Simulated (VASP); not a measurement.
# AlN: exact exchange and RPA correlation

Wanted: where the RPA puts the energy minimum of AlN. The scan starts from a database cell scaled to its smallest volume. The cell is of the zinc-blende type, which need not be the form that is stable at ambient conditions. The start is a computed cell from a database.

Program: VASP 6.6.1. Level of theory: RPA correlation on LDA orbitals; plane waves and PAW (Al_GW, N_GW), in the first sound run; inputs show where later runs differ. Values are calculated unless marked as measured.

**1. The starting structure**

Symmetry: F-43m, No. 216, cubic system. The conventional cell has a = 4.248 Å, b = 4.248 Å, c = 4.248 Å, α = 90.00°, β = 90.00°, γ = 90.00°. Al has 4 N at 1.84 Å nearest. Nearest to N lie 4 Al at 1.84 Å. Farther neighbours, and contacts between anions beyond the nearest, are not listed.

Structure file:

```cif
data_structure
_symmetry_space_group_name_H-M 'P 1'
_symmetry_Int_Tables_number 1
_cell_length_a 3.0040
_cell_length_b 3.0040
_cell_length_c 3.0040
_cell_angle_alpha 60.000
_cell_angle_beta 60.000
_cell_angle_gamma 60.000
_cell_volume 19.17
loop_
_atom_site_label
_atom_site_type_symbol
_atom_site_fract_x
_atom_site_fract_y
_atom_site_fract_z
_atom_site_occupancy
Al1 Al 0.00000 0.00000 0.00000 1
N2 N 0.25000 0.25000 0.25000 1
```

**2. Orbitals, volume ratio 0.92**

RPA gives no stress here, so the energy is scanned over volumes, at one cutoff and mesh. Volumes are given as ratios to a reference cell, and this first cell is that cell scaled to 0.92. Each point starts from LDA orbitals, tightly converged.

INCAR reads:

```
SYSTEM = AlN
PREC = Accurate
ENCUT = 470
EDIFF = 1E-08
NELM = 100
ISMEAR = 0
SIGMA = 0.05
LREAL = .FALSE.
ALGO = Normal
GGA = CA
NBANDS = 10
LORBIT = 11
LWAVE = .TRUE.
LCHARG = .FALSE.
KPAR = 4
```

POSCAR reads:

```
AlN
1.0
    0.0000000000      2.1241277326      2.1241277326
    2.1241277326      0.0000000000      2.1241277326
    2.1241277326      2.1241277326      0.0000000000
Al N
1 1
Direct
    0.0000000000      0.0000000000      0.0000000000
    0.2500000000      0.2500000000      0.2500000000
```

KPOINTS reads:

```
Automatic mesh
0
Gamma
6 6 6
0 0 0
```

PAW data sets: Al_GW and N_GW (LDA family, release 64).

The run is started by

```sh
mpirun -np 4 vasp_std
```

Log:

```text
[banner, memory and clock lines left out]
running    4 mpi-ranks, on    1 nodes
 distrk:  each k-point on    1 cores,    4 groups
 distr:  one band on    1 cores,    1 groups

 POSCAR found type information on POSCAR AlN
 POSCAR found :  2 types and       2 ions
 LDA part: xc-table for (Slater(with rela. corr.)+CA(PZ))
 , standard interpolation
 POSCAR, INCAR and KPOINTS ok, starting setup
 FFT: planning ... GRIDC
 FFT: planning ... GRID_SOFT
 FFT: planning ... GRID
 WAVECAR not read
 entering main loop
       N       E                     dE             d eps       ncg     rms          rms(c)
DAV:   1     0.210233E+02    0.21023E+02   -0.44390E+03   320   0.681E+02
DAV:   2    -0.176762E+02   -0.38699E+02   -0.34878E+02   374   0.195E+02
DAV:   3    -0.190059E+02   -0.13297E+01   -0.13277E+01   412   0.303E+01
DAV:   4    -0.190134E+02   -0.74928E-02   -0.74917E-02   370   0.284E+00
DAV:   5    -0.190136E+02   -0.16053E-03   -0.16053E-03   462   0.399E-01    0.899E+00
DAV:   6    -0.164274E+02    0.25861E+01   -0.12686E+01   446   0.266E+01    0.219E+00
DAV:   7    -0.163674E+02    0.60043E-01   -0.10637E-01   370   0.261E+00    0.138E+00
DAV:   8    -0.163384E+02    0.29041E-01   -0.32737E-02   356   0.287E+00    0.155E-01
DAV:   9    -0.163382E+02    0.16819E-03   -0.63289E-04   446   0.234E-01    0.796E-02
DAV:  10    -0.163382E+02   -0.77599E-05   -0.15656E-04   476   0.128E-01    0.147E-02
DAV:  11    -0.163382E+02    0.21774E-05   -0.84780E-06   408   0.326E-02    0.108E-03
DAV:  12    -0.163382E+02   -0.17942E-07   -0.97841E-08   368   0.300E-03    0.317E-04
DAV:  13    -0.163382E+02    0.58549E-08   -0.56402E-09   230   0.457E-04
   1 F= -.16338197E+02 E0= -.16338197E+02  d E =-.525926E-21
 writing wavefunctions
```

Run time: 1.8 s. Hardware: 4 MPI ranks of Intel Xeon 6975P-C (Granite Rapids), shared host; peak memory 0.46 GiB.

Lines that name or quote the potential files are left out of all logs, and their timing lines are given in words.

Parts of OUTCAR (step 2):

```text
ion  position               nearest neighbor table
   1  0.000  0.000  0.000-   2 1.84   2 1.84   2 1.84   2 1.84
   2  0.250  0.250  0.250-   1 1.84   1 1.84   1 1.84   1 1.84

  LATTYP: Found a face centered cubic cell.
 ALAT       =     4.2482554652

 Subroutine GETGRP returns: Found 24 space group operations
 (whereof 24 operations were pure point group operations)

The static configuration has the point symmetry T_d .

 Found     16 irreducible k-points:

   k-points           NKPTS =     16   k-points in BZ     NKDIM =     16   number of bands    NBANDS=     10

   dimension x,y,z NGX =    24 NGY =   24 NGZ =   24
   dimension x,y,z NGXF=    48 NGYF=   48 NGZF=   48

   ENCUT  =  470.0 eV  34.54 Ry    5.88 a.u.   5.31  5.31  5.31*2*pi/ulx,y,z

   NELECT =       8.0000    total number of electrons

 k-points in reciprocal lattice and weights: Automatic mesh
   0.00000000  0.00000000  0.00000000       0.005
   0.16666667  0.00000000  0.00000000       0.037
   0.33333333  0.00000000  0.00000000       0.037
   0.50000000  0.00000000  0.00000000       0.019
   0.16666667  0.16666667  0.00000000       0.028
   0.33333333  0.16666667  0.00000000       0.111
   0.50000000  0.16666667  0.00000000       0.111
  -0.33333333  0.16666667  0.00000000       0.111
  -0.16666667  0.16666667  0.00000000       0.056
[...]
-0.33333333  0.33333333  0.16666667       0.111
  -0.33333333  0.50000000  0.16666667       0.056

 average (electrostatic) potential at core
       1 -51.1137       2 -62.0556

 E-fermi :   5.9008

 k-point     1 :       0.0000    0.0000    0.0000
  band No.  band energies     occupation
      1      -9.7535      2.00000
      2       5.5800      2.00000
      3       5.5800      2.00000
      4       5.5800      2.00000
      5      10.5725      0.00000
      6      18.7400      0.00000
      7      18.7400      0.00000
      8      18.7400      0.00000
      9      23.7689      0.00000
    ...

 k-point     2 :       0.1667    0.0000    0.0000
  band No.  band energies     occupation
      1      -9.3065      2.00000
      2       3.6876      2.00000
      3       5.4441      2.00000
      4       5.4442      2.00000
      5      11.9271      0.00000
      6      17.8315      0.00000
      7      18.8893      0.00000
      8      18.8893      0.00000
      9      21.9041      0.00000
    ...

 k-point     3 :       0.3333    0.0000    0.0000
  band No.  band energies     occupation
      1      -8.1727      2.00000
      2       0.7765      2.00000
      3       5.1976      2.00000
      4       5.1976      2.00000
      5      13.2531      0.00000
      6      16.5268      0.00000
      7      17.7050      0.00000
      8      17.7050      0.00000
      9      23.7405      0.00000
    ...

  Total        1.7810945      1.7810945      1.7810945     -0.0000000     -0.0000000      0.0000000
  in kB      148.8763343    148.8763343    148.8763343     -0.0000000     -0.0000000      0.0000000
  external PRESSURE =     148.8763343 kB  Pullay stress =       0.0000000 kB

  energy-cutoff  :      470.00
  volume of cell :       19.17
      direct lattice vectors                 reciprocal lattice vectors
     0.000000000  2.124127733  2.124127733    -0.235390741  0.235390741  0.235390741
     2.124127733  0.000000000  2.124127733     0.235390741 -0.235390741  0.235390741
     2.124127733  2.124127733  0.000000000     0.235390741  0.235390741 -0.235390741

 POSITION                                       TOTAL-FORCE (eV/Angst)
 -----------------------------------------------------------------------------------
      0.00000      0.00000      0.00000         0.000000      0.000000      0.000000
      1.06206      1.06206      1.06206        -0.000000     -0.000000     -0.000000
 -----------------------------------------------------------------------------------
    total drift:                               -0.000000     -0.000000     -0.000000

  FREE ENERGIE OF THE ION-ELECTRON SYSTEM (eV)
  ---------------------------------------------------
  free  energy   TOTEN  =       -16.3381973266 eV

  energy  without entropy=      -16.3381973266  energy(sigma->0) =      -16.33819733

 total charge
# of ion       s       p       d       tot
------------------------------------------
    1        0.461   0.630   0.260   1.352
    2        1.185   2.625   0.000   3.810
--------------------------------------------------
tot          1.646   3.255   0.260   5.161

[... 3 further parts left out ...]
```

The gap is read on the k-mesh alone, so it is an upper bound where the band edges lie off the mesh.

A gap read on the k-mesh alone can miss the band edges.

This step gave:

```yaml
free_energy_toten: -16.34 eV
fermi_energy: 5.901 eV
pressure: 14.89 GPa
gap_on_the_k_mesh: 3.256 eV
least_direct_gap_on_the_k_mesh: 4.992 eV
```

**3. Exact exchange, volume ratio 0.92**

This step: Hartree-Fock energy on LDA orbitals; plane waves and PAW (Al_GW, N_GW) (VASP 6.6.1).

The Hartree-Fock energy is evaluated once on these orbitals (ALGO = Eigenval, NELM = 1), without letting them relax. It uses the mesh of the correlation step, since the long-wavelength errors of the two partly cancel, and the total energy is their sum.

INCAR reads:

```
SYSTEM = AlN
PREC = Accurate
ENCUT = 470
ISMEAR = 0
SIGMA = 0.05
LREAL = .FALSE.
GGA = CA
NBANDS = 10
ALGO = Eigenval
NELM = 1
LHFCALC = .TRUE.
AEXX = 1
ALDAC = 0
AGGAC = 0
PRECFOCK = Normal
LWAVE = .FALSE.
LCHARG = .FALSE.
```

POSCAR is that of step 2.

KPOINTS is that of step 2.

The WAVECAR or CHGCAR of an earlier step is read.

The run is started by

```sh
mpirun -np 4 vasp_std
```

Log:

```text
[banner, memory and clock lines left out]
running    4 mpi-ranks, on    1 nodes
 distrk:  each k-point on    4 cores,    1 groups
 distr:  one band on    1 cores,    4 groups

 POSCAR found type information on POSCAR AlN
 POSCAR found :  2 types and       2 ions
 LDA part: xc-table for (Slater(with rela. corr.)+CA(PZ))
 , standard interpolation
|                                                                             |
|           W    W    AA    RRRRR   N    N  II  N    N   GGGG   !!!           |
|           W    W   A  A   R    R  NN   N  II  NN   N  G    G  !!!           |
|           W    W  A    A  R    R  N N  N  II  N N  N  G       !!!           |
|           W WW W  AAAAAA  RRRRR   N  N N  II  N  N N  G  GGG   !            |
|           WW  WW  A    A  R   R   N   NN  II  N   NN  G    G                |
|           W    W  A    A  R    R  N    N  II  N    N   GGGG   !!!           |
|                                                                             |
|     The number of bands has been changed from the values supplied in        |
|     The orbitals not found in the WAVECAR file will be initialized with     |
|     random numbers, which is usually adequate. For correlated               |
|     calculations, however, you should redo the groundstate calculation.     |
|     I found NBANDS = 10. Now, NBANDS = 12.                                  |
|                                                                             |

 found WAVECAR, reading the header
  number of bands has changed, file:    10 present:    12
  trying to continue reading WAVECAR, but it might fail
 POSCAR, INCAR and KPOINTS ok, starting setup
 FFT: planning ... GRIDC
 FFT: planning ... GRID_SOFT
 FFT: planning ... GRID
 reading WAVECAR
 random initialization beyond band           10
 the WAVECAR file was read successfully
 initial charge from wavefunction
 entering main loop
       N       E                     dE             d eps       ncg     rms          rms(c)
EIG:   1    -0.255606E+02   -0.25561E+02    0.00000E+00     0   0.000E+00
   1 F= -.25560565E+02 E0= -.25560565E+02  d E =-.645287E-22
```

The job ended after 7.2 s (4 MPI ranks; peak memory 0.39 GiB; 26 s of CPU time).

OUTCAR, selected parts (step 3):

```text
The static configuration has the point symmetry T_d .

 Found     16 irreducible k-points:

   k-points           NKPTS =     16   k-points in BZ     NKDIM =    216   number of bands    NBANDS=     12

   NELECT =       8.0000    total number of electrons

  exchange ACFDT corr.  =         0.00000000  see jH, gK, PRB 81, 115126

 E-fermi :   5.9089

 k-point     1 :       0.0000    0.0000    0.0000
  band No.  band energies     occupation
      1     -19.7960      2.00000
      2       1.6103      2.00000
      3       1.6103      2.00000
      4       1.6103      2.00000
      5      15.6401      0.00000
      6      25.5934      0.00000
      7      25.5934      0.00000
      8      25.5934      0.00000
      9      31.1217      0.00000
    ...

 k-point     2 :       0.1667    0.0000    0.0000
  band No.  band energies     occupation
      1     -19.2496      2.00000
      2      -0.7161      2.00000
      3       1.4267      2.00000
      4       1.4267      2.00000
      5      17.3250      0.00000
      6      24.6358      0.00000
      7      25.8298      0.00000
      8      25.8298      0.00000
      9      28.9713      0.00000
    ...

 POSITION                                       TOTAL-FORCE (eV/Angst)
 -----------------------------------------------------------------------------------
      0.00000      0.00000      0.00000        -0.000000     -0.000000     -0.000000
      1.06206      1.06206      1.06206         0.000000      0.000000      0.000000
 -----------------------------------------------------------------------------------
    total drift:                               -0.000000     -0.000000     -0.000000

  FREE ENERGIE OF THE ION-ELECTRON SYSTEM (eV)
  ---------------------------------------------------
  free  energy   TOTEN  =       -25.5605646404 eV

  energy  without entropy=      -25.5605646404  energy(sigma->0) =      -25.56056464

[... 7 parts as in an earlier step ...]

[... 5 further parts left out ...]
```

Read from the output:

```
free energy (TOTEN) : -25.56 eV
```

The Hartree-Fock energy on these orbitals is -12.7803 eV an atom.

**4. Empty bands, volume ratio 0.92**

This step: LDA; plane waves and PAW (Al_GW, N_GW) (VASP 6.6.1).

ALGO = Exact makes the empty bands from the converged ground state in one step. LOPTICS writes the k-derivatives of the orbitals (WAVEDER), which give the long-wavelength limit of the screening.

INCAR reads:

```
SYSTEM = AlN
PREC = Accurate
ENCUT = 470
ISMEAR = 0
SIGMA = 0.05
LREAL = .FALSE.
GGA = CA
NBANDS = 456
ALGO = Exact
NELM = 1
LWAVE = .TRUE.
LCHARG = .FALSE.
LOPTICS = .TRUE.
NEDOS = 1000
CSHIFT = 0.1
```

POSCAR is that of step 3.

KPOINTS is that of step 3.

The run is started by

```sh
mpirun -np 4 vasp_std
```

Log:

```text
[banner, memory and clock lines left out]
running    4 mpi-ranks, on    1 nodes
 distrk:  each k-point on    4 cores,    1 groups
 distr:  one band on    1 cores,    4 groups

 POSCAR found type information on POSCAR AlN
 POSCAR found :  2 types and       2 ions
 LDA part: xc-table for (Slater(with rela. corr.)+CA(PZ))
 , standard interpolation
 found WAVECAR, reading the header
  number of bands has changed, file:    10 present:   456
  trying to continue reading WAVECAR, but it might fail
 POSCAR, INCAR and KPOINTS ok, starting setup
 FFT: planning ... GRIDC
 FFT: planning ... GRID_SOFT
 FFT: planning ... GRID
 reading WAVECAR
 random initialization beyond band           10
 the WAVECAR file was read successfully
 initial charge from wavefunction
 entering main loop
       N       E                     dE             d eps       ncg     rms          rms(c)
DIA:   1    -0.163382E+02   -0.16338E+02    0.00000E+00     0   0.000E+00
   1 F= -.16338197E+02 E0= -.16338197E+02  d E =-.243609E-15
 writing wavefunctions
 optical routines
 imaginary and real dielectric function
 recalculating local potential from charge density
 direction            1
 direction            2
 direction            3
```

Wall time 4 s (4 MPI ranks); peak memory 0.53 GiB.

Parts of OUTCAR (step 4):

```text
The static configuration has the point symmetry T_d .

 Found     16 irreducible k-points:

   k-points           NKPTS =     16   k-points in BZ     NKDIM =     16   number of bands    NBANDS=    456

   NELECT =       8.0000    total number of electrons

 E-fermi :   5.8451

 k-point     2 :       0.1667    0.0000    0.0000
  band No.  band energies     occupation
      1      -9.3065      2.00000
      2       3.6876      2.00000
      3       5.4442      2.00000
      4       5.4442      2.00000
      5      11.9271      0.00000
      6      17.8315      0.00000
      7      18.8893      0.00000
      8      18.8893      0.00000
      9      21.9041      0.00000
    ...

 k-point     3 :       0.3333    0.0000    0.0000
  band No.  band energies     occupation
      1      -8.1727      2.00000
      2       0.7765      2.00000
      3       5.1976      2.00000
      4       5.1976      2.00000
      5      13.2532      0.00000
      6      16.5268      0.00000
      7      17.7050      0.00000
      8      17.7050      0.00000
      9      23.7038      0.00000
    ...

  Total        1.7810641      1.7810641      1.7810641      0.0000000      0.0000000      0.0000000
  in kB      148.8737939    148.8737939    148.8737939      0.0000000      0.0000000      0.0000000
  external PRESSURE =     148.8737939 kB  Pullay stress =       0.0000000 kB

 POSITION                                       TOTAL-FORCE (eV/Angst)
 -----------------------------------------------------------------------------------
      0.00000      0.00000      0.00000         0.000000     -0.000000      0.000000
      1.06206      1.06206      1.06206        -0.000000      0.000000     -0.000000
 -----------------------------------------------------------------------------------
    total drift:                               -0.000000     -0.000000     -0.000000

  FREE ENERGIE OF THE ION-ELECTRON SYSTEM (eV)
  ---------------------------------------------------
  free  energy   TOTEN  =       -16.3381973287 eV

  energy  without entropy=      -16.3381973287  energy(sigma->0) =      -16.33819733

 plasma frequency squared (from intraband transitions) (eV^2)
  --------------------------------------------------------------------------------------
       0.000       0.000      -0.000
       0.000       0.000       0.000
      -0.000       0.000       0.000

[... 12 parts as in an earlier step ...]
```

WAVECAR now holds 456 bands for 8 electrons.

[end of part 1 of 6]

[Long decimals in the printed logs are rounded to 6 places.]

[Lines on the potential files, build, host, timing and source positions are cut from VASP's logs without a mark.]

[Logs are printed without paths, hosts, clocks, repeated set-up lines and the standing remarks that a program may print on its own settings, such as how far it seeks lower states.]

[Hosts, paths, dates, database ids (printed as entryN), source tags and the programs' standing remarks are cut or masked in the printed files.]

[Measured values are set beside computed ones only where the two were judged alike; some that the calculation misses by far are left out.]

[Pressures printed for these runs are not shown converged in the cutoff: they can be off by several GPa and have the wrong sign.]
